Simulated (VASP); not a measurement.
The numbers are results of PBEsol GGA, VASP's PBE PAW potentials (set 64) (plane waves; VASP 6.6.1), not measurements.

VASP ran on this input.

KPOINTS:
```
Automatic mesh
0
Gamma
8 8 8
0 0 0
```

INCAR:
```
ALGO = Normal
EDIFF = 1E-7
ENCUT = 600
GGA = PS
ISIF = 2
ISMEAR = 1
LASPH = T
LCHARG = F
LMAXMIX = 6
LREAL = F
LWAVE = F
NELM = 100
PREC = Accurate
SIGMA = 0.1
SYSTEM = ErBRh3
```

**POSCAR**
```
ErBRh3
1
    4.1304592745     0.0000000000     0.0000000000
    0.0000000000     4.1304592745     0.0000000000
    0.0000000000     0.0000000000     4.1304592745
Er B Rh
1 1 3
Direct
  0.0000000000   0.0000000000   0.0000000000
  0.5000000000   0.5000000000   0.5000000000
  0.0000000000   0.5000000000   0.5000000000
  0.5000000000   0.0000000000   0.5000000000
  0.5000000000   0.5000000000   0.0484207655
```

POTCAR, in this order: Er_3 B Rh_pv (PBE.64 set). Program: vasp_std.

The 4f electrons are frozen in the core of the lanthanide potential, so 4f levels, which can set the real gap, and their magnetism are missing.

What does the run give for the energy per atom (σ→0), pressure, largest force, band gap (on the k-mesh)?

```yaml
energy per atom (σ→0): -8.011 eV/atom
band gap (on the k-mesh): none (metal, semimetal or under 0.01 eV)
pressure: 3.51 GPa
largest_force: 4.440 eV/Å
```

**OSZICAR**
```
...
DAV:  10    -0.400544960960E+02    0.20382E-01   -0.82272E-02  6860   0.319E+00    0.311E-01
DAV:  11    -0.400545141713E+02   -0.18075E-04   -0.72756E-03  7454   0.673E-01    0.120E-01
DAV:  12    -0.400543859649E+02    0.12821E-03   -0.83943E-04  6688   0.365E-01    0.244E-02
DAV:  13    -0.400543883233E+02   -0.23584E-05   -0.56793E-05  7854   0.617E-02    0.830E-03
DAV:  14    -0.400543878958E+02    0.42752E-06   -0.21279E-06  7344   0.116E-02    0.322E-03
DAV:  15    -0.400543876020E+02    0.29376E-06   -0.15252E-07  3560   0.545E-03    0.908E-04
DAV:  16    -0.400543875820E+02    0.19967E-07   -0.44818E-08  3152   0.378E-03
   1 F= -.40054388E+02 E0= -.40054052E+02  d E =-.100706E-02
```

The structure comes from a computed database's ErBRh3 entry (Pm-3m); how it stands against other phases isn't given here. This cell was strained or had an atom moved on purpose. The electron count is odd and the run is not spin-polarised, which forces a metal.
